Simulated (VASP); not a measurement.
Crystal: CoPdO2.

```
CELL_PARAMETERS angstrom
1.43169 0.82659 5.95777
-1.43169 0.82659 5.95777
0.00000 -1.65317 5.95777
ATOMIC_POSITIONS crystal
Co 0.50000 0.50000 0.50000
Pd 0.00000 0.00000 0.00000
O 0.88752 0.88752 0.88752
O 0.11248 0.11248 0.11248
```

The cell is a database's computed one.

- Program: VASP 6.6.1
- Task: relaxation of cell and atoms
- Functional: PBE
- Potentials or basis: VASP PAW PBE potentials, release 64 (Co, Pd, O)
- Cutoff: 600 eV
- k mesh: 15 × 15 × 15
- Occupations: methfessel-paxton, width 0.1 eV
- Spin: collinear spin, ferromagnetic start
- Starting moments: [3.0, 0.0, 0.0, 0.0] μB
- Hubbard terms: Co d U = 3.32 eV

At the start: pressure 12.4 GPa; volume 10.58 Å³/atom.

**Question.** How do energy, volume and symmetry change on relaxing?

**Answer.** Over 12 steps the energy falls by 45.0 meV/atom and the volume is 11.40 Å³/atom (+7.8 %); space group R-3m (No. 166, to 0.05 Å); moment 1.97 μB per cell.

Step by step:
```csv
step,energy change (eV),largest force (eV/Å),pressure (GPa),volume (Å³)
1,0.0000,1.1293,12.38,42.30
2,-0.1360,0.1240,-6.19,47.49
3,-0.1704,0.1841,-1.41,45.70
4,-0.1760,0.2226,1.36,45.33
5,-0.1791,0.0611,0.28,45.47
6,-0.1796,0.0416,0.03,45.57
7,-0.1798,0.0322,-0.07,45.62
8,-0.1798,0.0108,-0.34,45.73
9,-0.1798,0.0224,-0.15,45.67
10,-0.1798,0.0191,-0.22,45.69
11,-0.1798,0.0212,-0.17,45.68
12,-0.1799,0.0019,0.06,45.62
```

Final structure:
```
Co Pd O
1.0
     1.48552    0.85767    5.96763
    -1.48552    0.85767    5.96763
     0.00000   -1.71534    5.96763
Co Pd O
1 1 2
Direct
  0.50000 0.50000 0.50000
  0.00000 0.00000 0.00000
  0.88960 0.88960 0.88960
  0.11040 0.11040 0.11040
```

Caveat: a cell with one magnetic atom can't hold antiferromagnetic order, which such compounds often take.
